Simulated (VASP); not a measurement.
VASP ran on this input.

File KPOINTS:
```
K-points
0
G
 9 9 9
```

**POSCAR**
```
CaS
1
    0.0000000000     2.8197479068     2.8197479068
    2.8197479068     0.0000000000     2.8197479068
    2.8197479068     2.8197479068     0.0000000000
Ca S
1 1
Direct
  0.0000000000   0.0000000000   0.0000000000
  0.5000000000   0.5000000000   0.5000000000
```

INCAR:
```
# general
SYSTEM = CaS
PREC   = Accurate
ENCUT  = 520
LREAL  = .FALSE.
LASPH  = .TRUE.

# electronic loop
EDIFF  = 1E-7
NELM   = 100
ALGO   = Normal

# smearing
ISMEAR = -5

# functional
GGA    = PE
IVDW   = 12

# ions
ISIF   = 2

# output
LWAVE  = .FALSE.
LCHARG = .TRUE.
LORBIT = 11
NEDOS  = 601
```

POTCAR, in this order: Ca_sv S (PBE.64 set). Program: vasp_std.

Question: Write an equivalent input for Quantum ESPRESSO's pw.x.

Answer: One equivalent input (not run):
```
&CONTROL
  calculation = 'scf'
  pseudo_dir = './pseudo'
  outdir = './out'
  tprnfor = .true.
  tstress = .true.
/
&SYSTEM
  ibrav = 0
  nat = 2
  ntyp = 2
  ecutwfc = 68
  occupations = 'tetrahedra'
  input_dft = 'pbe'
  vdw_corr = 'grimme-d3'
  dftd3_version = 4
  dftd3_threebody = .false.
/
&ELECTRONS
  conv_thr = 7.3e-09
  electron_maxstep = 100
/
ATOMIC_SPECIES
  Ca 40.078 Ca.upf
  S 32.060 S.upf
CELL_PARAMETERS angstrom
     0.0000000    2.8197479    2.8197479
     2.8197479    0.0000000    2.8197479
     2.8197479    2.8197479    0.0000000
ATOMIC_POSITIONS crystal
  Ca   0.0000000  0.0000000  0.0000000
  S    0.5000000  0.5000000  0.5000000
K_POINTS automatic
  9 9 9 0 0 0
```
What does not carry over: the potentials are each code's own (VASP's PAW set, PseudoDojo norm-conserving files in pw.x), so ENCUT and ecutwfc are chosen apart and not converted; conv_thr bounds pw.x's estimated SCF error, while EDIFF bounds the energy change between steps.

The compound is CaS in the rock salt structure. It was relaxed first.
